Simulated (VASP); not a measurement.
All values below come from PBE GGA, VASP's PBE PAW potentials (set 64) (plane waves; VASP).

The input files of a VASP run:

### INCAR
```
SYSTEM = SiAg
PREC = Accurate
ENCUT = 300
EDIFF = 1E-6
NELM = 100
ALGO = Normal
LREAL = .FALSE.
LASPH = .TRUE.
ISMEAR = -1
SIGMA = 0.136
GGA = PE
LMAXMIX = 4
LWAVE = .FALSE.
LCHARG = .FALSE.
ISIF = 2
```

### POSCAR
```
SiAg
1
    2.1128290000    -5.5832260000     0.0000000000
    2.1128290000     5.5832260000     0.0000000000
    0.0000000000     0.0000000000     4.1637950000
Si Ag
2 2
Direct
  0.5512890000   0.4189940000   0.2560160000
  0.4400310000   0.5617790000   0.7446300000
  0.8371090000   0.1167110000   0.2553400000
  0.1715720000   0.9025160000   0.7440140000
```

File KPOINTS:
```
Automatic mesh
0
Gamma
4 4 4
```

POTCAR, in this order: Si Ag (PBE.64 set). Program: vasp_std.

Output of the run:

OSZICAR:
```
       N       E                     dE             d eps       ncg     rms          rms(c)
DAV:   1     0.941033264795E+02    0.94103E+02   -0.99538E+03  1368   0.896E+02
DAV:   2    -0.105493419732E+02   -0.10465E+03   -0.98957E+02  1570   0.198E+02
DAV:   3    -0.143426074252E+02   -0.37933E+01   -0.37333E+01  1614   0.359E+01
DAV:   4    -0.143971163989E+02   -0.54509E-01   -0.54324E-01  1517   0.470E+00
DAV:   5    -0.143983077853E+02   -0.11914E-02   -0.11903E-02  1610   0.672E-01    0.534E+00
DAV:   6    -0.136314443373E+02    0.76686E+00   -0.40809E+00  1472   0.205E+01    0.491E+00
DAV:   7    -0.136188580812E+02    0.12586E-01   -0.37853E-01  1494   0.527E+00    0.247E+00
DAV:   8    -0.136089716364E+02    0.98864E-02   -0.30420E-02  1556   0.154E+00    0.457E-01
DAV:   9    -0.136075946315E+02    0.13770E-02   -0.44718E-03  1530   0.699E-01    0.131E-01
DAV:  10    -0.136076130335E+02   -0.18402E-04   -0.49482E-04  1532   0.144E-01    0.469E-02
DAV:  11    -0.136076163182E+02   -0.32847E-05   -0.69755E-05  1521   0.790E-02    0.112E-02
DAV:  12    -0.136076158829E+02    0.43529E-06   -0.70562E-06  1527   0.262E-02
   1 F= -.13607616E+02 E0= -.13560836E+02  d E =-.935597E-01
```

OUTCAR:
```
------------------------ aborting loop because EDIFF is reached ----------------------------------------
  FORCE on cell =-STRESS in cart. coord.  units (eV):
  Direction    XX          YY          ZZ          XY          YZ          ZX
  --------------------------------------------------------------------------------------
  Total       -4.4622546     -6.6182174     -6.2423822      0.1336427      0.2822099     -0.0256563
  in kB      -72.7773160   -107.9400760   -101.8103777      2.1796514      4.6027129     -0.4184430
  external PRESSURE =     -94.1759232 kB  Pullay stress =       0.0000000 kB
  volume of cell :       98.24
      direct lattice vectors                 reciprocal lattice vectors
     2.112829000 -5.583226000  0.000000000     0.236649535 -0.089553960  0.000000000
     2.112829000  5.583226000  0.000000000     0.236649535  0.089553960  0.000000000
     0.000000000  0.000000000  4.163795000     0.000000000  0.000000000  0.240165522
 POSITION                                       TOTAL-FORCE (eV/Angst)
 -----------------------------------------------------------------------------------
      2.05004     -0.73863      1.06600         0.056405      0.030649     -0.208925
      2.11665      0.67975      3.10049        -0.021961     -0.069373      0.200881
      2.01526     -4.02214      1.06318        -0.005267     -0.031124      0.018986
      2.26936      4.08103      3.09792        -0.029177      0.069848     -0.010942
 -----------------------------------------------------------------------------------
    total drift:                               -0.000148      0.000018     -0.000027
  FREE ENERGIE OF THE ION-ELECTRON SYSTEM (eV)
  ---------------------------------------------------
  free  energy   TOTEN  =       -13.6076158829 eV

  energy  without entropy=      -13.5140561824  energy(sigma->0) =      -13.56083603
```
(Selected blocks of OUTCAR.)

At this cut-off the stress carries a Pulay error, which pulls relaxed volumes low.

The structure was generated: SiAg was put into an ordered model structure, which need not be its known phase. The cell was not relaxed at this level, atoms are displaced from their ideal sites. The k-mesh is coarse (spacing up to 0.40 per Å, 2π included), so the numbers may not be converged in it.
